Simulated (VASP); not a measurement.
Method: PBE GGA with spin-orbit coupling, VASP's PBE PAW potentials (set 64) (plane waves; VASP 6.6.1).

VASP ran on this input.

INCAR:
```
! general
SYSTEM         =  MnSe2
PREC           =  Accurate
ENCUT          =  300   ! plane-wave cut-off (eV)
LREAL          =  F
LASPH          =  T

! electronic loop
EDIFF          =  1E-6   ! SCF stop (eV)
NELM           =  100
ALGO           =  Normal   ! blocked Davidson
LMAXMIX        =  4   ! l cut-off of mixed one-centre charges

! smearing
ISMEAR         =  -1   ! Fermi-Dirac
SIGMA          =  0.136   ! width (eV)

! functional
GGA            =  PE   ! PBE
GGA_COMPAT     =  F

! spin
MAGMOM         =  0.0 0.0 4.0 0.0 0.0 0.0 0.0 0.0 0.0
LSORBIT        =  T
LNONCOLLINEAR  =  T

! ions
ISIF           =  2

! output
LWAVE          =  F
LCHARG         =  F
LORBIT         =  11
```

KPOINTS:
```
Automatic mesh
0
Gamma
4 4 4
0 0 0
```

POSCAR:
```
MnSe2
1
    1.8134810000     1.0470140000     5.4979680000
   -1.8134810000     1.0470140000     5.4979680000
    0.0000000000    -2.0940270000     5.4979680000
Mn Se
1 2
Direct
  0.0000000000   0.0000000000   0.0000000000
  0.2520000000   0.2520000000   0.2520000000
  0.7480000000   0.7480000000   0.7480000000
```

POTCAR, in this order: Mn_pv Se (PBE.64 set). Program: vasp_ncl.

The run wrote:

### OSZICAR
```
       N       E                     dE             d eps       ncg     rms          rms(c)
DAV:   1     0.172906178924E+03    0.17291E+03   -0.96956E+03  1144   0.916E+02
DAV:   2    -0.571352824156E+01   -0.17862E+03   -0.16926E+03  1108   0.291E+02
DAV:   3    -0.195313516779E+02   -0.13818E+02   -0.13466E+02  1164   0.857E+01
DAV:   4    -0.197893307351E+02   -0.25798E+00   -0.25735E+00  1148   0.119E+01
DAV:   5    -0.197924883666E+02   -0.31576E-02   -0.31571E-02  1140   0.147E+00    0.169E+01
DAV:   6    -0.277033834721E+02   -0.79109E+01   -0.23766E+01  1060   0.773E+01    0.427E+01
DAV:   7    -0.169550293067E+02    0.10748E+02   -0.27138E+01  1152   0.702E+01    0.866E+00
DAV:   8    -0.173817941583E+02   -0.42676E+00   -0.21581E+00  1072   0.117E+01    0.406E+00
DAV:   9    -0.173717503381E+02    0.10044E-01   -0.22405E-01  1120   0.595E+00    0.179E+00
DAV:  10    -0.173874831503E+02   -0.15733E-01   -0.85072E-02  1060   0.256E+00    0.744E-01
DAV:  11    -0.173872807431E+02    0.20241E-03   -0.44369E-02  1032   0.150E+00    0.508E-01
DAV:  12    -0.173886796801E+02   -0.13989E-02   -0.32230E-02  1032   0.116E+00    0.343E-01
DAV:  13    -0.173882536699E+02    0.42601E-03   -0.28564E-02  1024   0.111E+00    0.119E-01
DAV:  14    -0.173890437011E+02   -0.79003E-03   -0.28986E-02  1024   0.112E+00    0.124E-01
DAV:  15    -0.173884687382E+02    0.57496E-03   -0.26750E-02  1020   0.106E+00    0.835E-02
DAV:  16    -0.173885541828E+02   -0.85445E-04   -0.17098E-02  1044   0.777E-01    0.830E-02
DAV:  17    -0.173887889583E+02   -0.23478E-03   -0.28047E-02  1044   0.102E+00    0.785E-02
DAV:  18    -0.173884754735E+02    0.31348E-03   -0.17887E-02  1044   0.801E-01    0.807E-02
DAV:  19    -0.173881295436E+02    0.34593E-03   -0.13905E-02  1024   0.690E-01    0.480E-02
DAV:  20    -0.173880695688E+02    0.59975E-04   -0.10079E-02  1032   0.590E-01    0.687E-02
DAV:  21    -0.173879442020E+02    0.12537E-03   -0.44970E-03  1036   0.436E-01    0.287E-02
DAV:  22    -0.173878482174E+02    0.95985E-04   -0.52213E-03  1040   0.457E-01    0.316E-02
DAV:  23    -0.173878049690E+02    0.43248E-04   -0.49950E-03  1056   0.420E-01    0.205E-02
DAV:  24    -0.173877139427E+02    0.91026E-04   -0.16953E-03  1052   0.255E-01    0.165E-02
DAV:  25    -0.173877181639E+02   -0.42212E-05   -0.12239E-03  1028   0.248E-01    0.181E-02
DAV:  26    -0.173876732279E+02    0.44936E-04   -0.83695E-04  1020   0.181E-01    0.865E-03
DAV:  27    -0.173876706769E+02    0.25510E-05   -0.61747E-04  1020   0.172E-01    0.882E-03
DAV:  28    -0.173876585911E+02    0.12086E-04   -0.32765E-04  1036   0.124E-01    0.598E-03
DAV:  29    -0.173876516569E+02    0.69343E-05   -0.11889E-04  1036   0.815E-02    0.441E-03
DAV:  30    -0.173876523301E+02   -0.67324E-06   -0.86459E-05  1052   0.600E-02    0.406E-03
DAV:  31    -0.173876590518E+02   -0.67217E-05   -0.70140E-05  1068   0.618E-02    0.887E-03
DAV:  32    -0.173876540339E+02    0.50179E-05   -0.16885E-05  1052   0.295E-02    0.592E-03
DAV:  33    -0.173876539139E+02    0.11995E-06   -0.83742E-07   724   0.669E-03
   1 F= -.17387654E+02 E0= -.17345735E+02  d E =-.838388E-01  mag=    -0.0000     0.0000     2.9980
```

File OUTCAR:
```
------------------------ aborting loop because EDIFF is reached ----------------------------------------
  FORCE on cell =-STRESS in cart. coord.  units (eV):
  Direction    XX          YY          ZZ          XY          YZ          ZX
  --------------------------------------------------------------------------------------
  Total       -0.2511310     -0.2511309      1.5045104      0.0000015      0.0000001     -0.0000000
  in kB       -6.4238005     -6.4237996     38.4845983      0.0000376      0.0000023     -0.0000000
  external PRESSURE =       8.5456661 kB  Pullay stress =       0.0000000 kB
  volume of cell :       62.64
      direct lattice vectors                 reciprocal lattice vectors
     1.813481000  1.047014000  5.497968000     0.275712842  0.159182895  0.060628450
    -1.813481000  1.047014000  5.497968000    -0.275712842  0.159182895  0.060628450
     0.000000000 -2.094027000  5.497968000     0.000000000 -0.318365790  0.060628479
 POSITION                                       TOTAL-FORCE (eV/Angst)
 -----------------------------------------------------------------------------------
      0.00000      0.00000      0.00000         0.000000      0.000000      0.000000
      0.00000      0.00000      4.15646         0.000000     -0.000000     -0.142924
      0.00000      0.00000     12.33744         0.000000      0.000000      0.142924
 -----------------------------------------------------------------------------------
    total drift:                                0.000000     -0.000000      0.000000
  FREE ENERGIE OF THE ION-ELECTRON SYSTEM (eV)
  ---------------------------------------------------
  free  energy   TOTEN  =       -17.3876539139 eV

  energy  without entropy=      -17.3038150877  energy(sigma->0) =      -17.34573450

 total charge

# of ion       s       p       d       tot
------------------------------------------
    1        0.298   6.301   4.951  11.550
    2        1.480   2.294   0.039   3.813
    3        1.480   2.294   0.039   3.813
--------------------------------------------------
tot          3.259  10.888   5.030  19.177

 magnetization (x)

# of ion       s       p       d       tot
------------------------------------------
    1        0.000   0.000   0.000   0.000
    2        0.000   0.000   0.000   0.000
    3        0.000   0.000   0.000   0.000
--------------------------------------------------
tot          0.000   0.000   0.000   0.000

 magnetization (y)

# of ion       s       p       d       tot
------------------------------------------
    1        0.000   0.000   0.000   0.000
    2        0.000  -0.000   0.000  -0.000
    3        0.000  -0.000   0.000  -0.000
--------------------------------------------------
tot          0.000  -0.000   0.000   0.000

 magnetization (z)

# of ion       s       p       d       tot
------------------------------------------
    1        0.040   0.045   3.057   3.142
    2        0.002  -0.125   0.006  -0.117
    3        0.002  -0.125   0.006  -0.117
--------------------------------------------------
tot          0.044  -0.205   3.069   2.908

 Ion:    1  E_soc:     -0.0280767

 Ion:    2  E_soc:     -0.0481797

 Ion:    3  E_soc:     -0.0481797
```
(Selected blocks of OUTCAR.)

At this cut-off the stress carries a Pulay error, which pulls relaxed volumes low.

The structure was generated: MnSe2 was put into an ordered model structure, which need not be its known phase. The cell was not relaxed at this level. The k-mesh is coarse (spacing up to 0.51 per Å, 2π included), so the numbers may not be converged in it. The run is one of a series of settings (GGA_COMPAT = .FALSE., ISPIN removed, LNONCOLLINEAR = .TRUE., LSORBIT = .TRUE., MAGMOM = 0.0 0.0 4.0 0.0 0.0 0.0 0.0 0.0 0.0, program vasp_ncl against the base run), some of them coarse on purpose.
